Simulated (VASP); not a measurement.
OSZICAR of a VASP run on WC (wc):

OSZICAR:
```
       N       E                     dE             d eps       ncg     rms          rms(c)
DAV:   1     0.122887078043E+03    0.12289E+03   -0.10909E+04  4368   0.175E+03
DAV:   2    -0.211035661169E+02   -0.14399E+03   -0.14013E+03  5038   0.415E+02
DAV:   3    -0.254778169877E+02   -0.43743E+01   -0.43258E+01  5294   0.650E+01
DAV:   4    -0.255220361015E+02   -0.44219E-01   -0.44184E-01  4831   0.693E+00
DAV:   5    -0.255224145045E+02   -0.37840E-03   -0.37839E-03  5144   0.663E-01    0.322E+01
DAV:   6    -0.225396012165E+02    0.29828E+01   -0.95728E+00  4933   0.318E+01    0.854E+00
DAV:   7    -0.224738243126E+02    0.65777E-01   -0.41912E-01  4523   0.583E+00    0.609E+00
DAV:   8    -0.224478440165E+02    0.25980E-01   -0.73565E-02  4888   0.256E+00    0.877E-01
DAV:   9    -0.224465488240E+02    0.12952E-02   -0.44410E-03  4678   0.510E-01    0.143E-01
DAV:  10    -0.224464993229E+02    0.49501E-04   -0.28673E-04  5123   0.229E-01    0.803E-02
DAV:  11    -0.224464961579E+02    0.31650E-05   -0.30076E-05  4743   0.491E-02    0.112E-02
DAV:  12    -0.224464947685E+02    0.13893E-05   -0.58745E-06  4683   0.234E-02    0.406E-03
DAV:  13    -0.224464948003E+02   -0.31741E-07   -0.12041E-07  2234   0.388E-03
   1 F= -.21145623E+02 E0= -.21145626E+02  d E =-.211456E+02
       N       E                     dE             d eps       ncg     rms          rms(c)
DAV:   1    -0.226696830014E+02   -0.22319E+00   -0.78272E+00  4423   0.410E+01    0.890E+00
DAV:   2    -0.224017201076E+02    0.26796E+00   -0.59447E-01  4458   0.105E+01    0.182E+00
DAV:   3    -0.223585833003E+02    0.43137E-01   -0.75110E-02  4713   0.277E+00    0.585E-01
DAV:   4    -0.223525381939E+02    0.60451E-02   -0.15904E-02  4878   0.145E+00    0.731E-01
DAV:   5    -0.223526130189E+02   -0.74825E-04   -0.13972E-03  4958   0.434E-01    0.401E-02
DAV:   6    -0.223525743453E+02    0.38674E-04   -0.16672E-04  4948   0.107E-01    0.671E-03
DAV:   7    -0.223525725991E+02    0.17462E-05   -0.68806E-06  4803   0.301E-02    0.717E-03
DAV:   8    -0.223525722809E+02    0.31816E-06   -0.68764E-07  2289   0.118E-02
   2 F= -.21112964E+02 E0= -.21112925E+02  d E =0.326594E-01
       N       E                     dE             d eps       ncg     rms          rms(c)
DAV:   1    -0.226194550528E+02   -0.26688E+00   -0.45693E+00  4438   0.323E+01    0.641E+00
DAV:   2    -0.224620706359E+02    0.15738E+00   -0.40954E-01  4483   0.806E+00    0.132E+00
DAV:   3    -0.224388430244E+02    0.23228E-01   -0.45096E-02  4663   0.188E+00    0.416E-01
DAV:   4    -0.224349927627E+02    0.38503E-02   -0.11452E-02  4793   0.124E+00    0.487E-01
DAV:   5    -0.224350696277E+02   -0.76865E-04   -0.80377E-04  4939   0.333E-01    0.405E-02
DAV:   6    -0.224350295556E+02    0.40072E-04   -0.12977E-04  4968   0.895E-02    0.485E-03
DAV:   7    -0.224350304272E+02   -0.87159E-06   -0.56886E-06  4758   0.233E-02
   3 F= -.21149669E+02 E0= -.21149660E+02  d E =-.404642E-02
       N       E                     dE             d eps       ncg     rms          rms(c)
DAV:   1    -0.224347299646E+02    0.29959E-03   -0.19193E-04  4443   0.206E-01    0.419E-02
DAV:   2    -0.224347230045E+02    0.69601E-05   -0.16371E-05  4478   0.525E-02    0.847E-03
DAV:   3    -0.224347221627E+02    0.84175E-06   -0.17932E-06  2592   0.127E-02
   4 F= -.21149670E+02 E0= -.21149660E+02  d E =-.404711E-02
       N       E                     dE             d eps       ncg     rms          rms(c)
DAV:   1    -0.224341924645E+02    0.53054E-03   -0.59962E-04  4413   0.365E-01    0.728E-02
DAV:   2    -0.224341699570E+02    0.22507E-04   -0.53263E-05  4443   0.945E-02    0.141E-02
DAV:   3    -0.224341670033E+02    0.29537E-05   -0.61492E-06  4523   0.229E-02    0.546E-03
DAV:   4    -0.224341668047E+02    0.19864E-06   -0.14865E-06  2369   0.144E-02
   5 F= -.21149664E+02 E0= -.21149653E+02  d E =-.404060E-02
       N       E                     dE             d eps       ncg     rms          rms(c)
DAV:   1    -0.224367474514E+02   -0.25804E-02   -0.22516E-02  4423   0.197E+00    0.276E-01
DAV:   2    -0.224361727888E+02    0.57466E-03   -0.17188E-03  4543   0.475E-01    0.820E-02
DAV:   3    -0.224360433791E+02    0.12941E-03   -0.16301E-04  4708   0.118E-01    0.320E-02
DAV:   4    -0.224360154309E+02    0.27948E-04   -0.65311E-05  4848   0.833E-02    0.194E-02
DAV:   5    -0.224360148840E+02    0.54689E-06   -0.30113E-06  4543   0.177E-02
   6 F= -.21149629E+02 E0= -.21149623E+02  d E =0.346297E-04
       N       E                     dE             d eps       ncg     rms          rms(c)
DAV:   1    -0.224352476884E+02    0.76774E-03   -0.73999E-03  4423   0.113E+00    0.158E-01
DAV:   2    -0.224350596761E+02    0.18801E-03   -0.56326E-04  4548   0.272E-01    0.471E-02
DAV:   3    -0.224350185863E+02    0.41090E-04   -0.53206E-05  4693   0.675E-02    0.186E-02
DAV:   4    -0.224350103333E+02    0.82530E-05   -0.21652E-05  4838   0.481E-02    0.111E-02
DAV:   5    -0.224350107730E+02   -0.43972E-06   -0.96379E-07  2704   0.103E-02
   7 F= -.21149704E+02 E0= -.21149696E+02  d E =-.406916E-04
```

### Question
Which electronic solver shows in the log?

### Answer
It is blocked Davidson (ALGO = Normal, or the opening steps of other solvers). The INCAR had ALGO = Normal.

### Question
Can the final energy be trusted as converged?

### Answer
The calculation finished and met its thresholds. It stopped with EDIFF = 1E-6, NELM = 100, NSW = 40 and EDIFFG = -0.02 after 7 ionic steps (PBE GGA, plane waves, VASP's PBE PAW potentials (set 64)).

The compound is WC in the wc structure. This run relaxes it under an external pressure of 10 GPa. Symmetry was kept, so distortions that lower it aren't found.
